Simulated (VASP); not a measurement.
```yaml
crystal:
  lattice:
    - [0.00000, 3.14422, 3.14422]
    - [3.14422, 0.00000, 3.14422]
    - [3.14422, 3.14422, 0.00000]
  atoms:
    - { symbol: Ba, position: [0.00000, 0.00000, 0.00000] }
    - { symbol: F, position: [0.25000, 0.25000, 0.25000] }
    - { symbol: F, position: [0.75000, 0.75000, 0.75000] }
```

The numbers are results of PBE GGA, VASP's PBE PAW potentials (set 64) (plane waves; VASP), not measurements. Settings: 520 eV cut-off, 7×7×7 Γ-centred mesh, tetrahedra with Blöchl corrections, potentials Ba_sv F.

What does the run give for the energy per atom (σ→0)?

```yaml
energy per atom (σ→0): -5.710 eV/atom
```

The absolute energy has meaning only against runs of the same code, potentials and settings.

The compound is BaF2 in the fluorite structure. It was relaxed first.
